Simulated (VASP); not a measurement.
Wanted: an ASE script for a VASP 6.6.1 run.

| Quantity | Value |
| --- | --- |
| Task | relaxation of the atoms |
| Functional | rev-vdW-DF2 |
| Potentials or basis | VASP PAW PBE potentials, release 64 (Yb_2, Zr_sv), 4f in core |
| Cutoff | 520 eV |
| k mesh | 8 × 8 × 8 |
| Occupations | methfessel-paxton, width 0.2 eV |
| Spin | collinear spin, ferromagnetic start |
| Starting moments | [1.0, 0.0] μB |
| Fixed moment | 0 μB |
| Hubbard terms | Yb f U = 7 eV, Zr d U = 3 eV |
| Optimiser | BFGS |
| Further INCAR settings | ALGO = Normal; EDIFF = 1.00e-06 |

The structure of YbZr lies in POSCAR:

```
YbZr
1.0
    0.0000000000      3.0254800000      3.0254800000
    3.0254800000      0.0000000000      3.0254800000
    3.0254800000      3.0254800000      0.0000000000
Yb Zr
1 1
Direct
    0.0000000000      0.0000000000      0.0000000000
    0.5000000000      0.5000000000      0.5000000000
```

The cell was built by a generator and needn't be a form met in nature.

These files were run (other wordings do the same):

run.py

```python
from ase.calculators.vasp import Vasp
from ase.io import read
from ase.optimize import BFGS

atoms = read('POSCAR')
atoms.set_initial_magnetic_moments([1.0, 0.0])
calc = Vasp(
    directory='calc',
    xc='rev-vdw-df2',
    pp='PBE',
    setups='recommended',
    prec='Accurate',
    encut=520,
    ediff=1e-06,
    ismear=1,
    sigma=0.2,
    lreal=False,
    lasph=True,
    nelm=120,
    algo='Normal',
    isif=2,
    lwave=False,
    lcharg=False,
    ispin=2,
    lorbit=11,
    nupdown=0,
    lmaxmix=6,
    ldautype=2,
    ldauprint=1,
    ldau_luj={'Yb': {'L': 3, 'U': 7, 'J': 0}, 'Zr': {'L': 2, 'U': 3, 'J': 0}},
    kpts=[8, 8, 8],
    gamma=True,
)
atoms.calc = calc
opt = BFGS(atoms, trajectory='relax.traj')
converged = opt.run(fmax=0.01, steps=40)
print('converged:', converged)

print('energy (eV):', atoms.get_potential_energy())
print('free energy (eV):', atoms.get_potential_energy(force_consistent=True))
print('forces (eV/A):')
print(atoms.get_forces())
print('stress (eV/A^3, Voigt):', atoms.get_stress())
print('Fermi level (eV):', calc.get_fermi_level())
print('moment (muB):', atoms.get_magnetic_moment())
print('site moments (muB):', atoms.get_magnetic_moments())
print('cell (A, degrees):', atoms.cell.cellpar())
print('volume (A^3):', atoms.get_volume())
print('scaled positions:')
print(atoms.get_scaled_positions())
```

Potentials or basis: VASP PAW PBE potentials, release 64 (Yb_2, Zr_sv), 4f in core.

The run is started by

```sh
$ python run.py
```

Results of the run:

- Pressure after relaxing: 0.7 GPa
- Net moment: 0.00 μB per cell
- Valence electrons inside the program's atomic spheres: Yb 7.85; Zr 9.72

Caveat: the relaxation stopped at its first step, so nothing moved; U is put on an f shell that these potentials keep in the core, so it has next to no effect; the PAW data sets were made with another functional, which shifts forces and pressure a little; the total moment is fixed, so each spin has its own Fermi level.

Run time: 120 s on 1 thread of Intel(R) Xeon(R) Platinum 8259CL CPU @ 2.50GHz (Skylake/Cascade Lake), with other jobs on the host, peak memory 0.43 GiB.
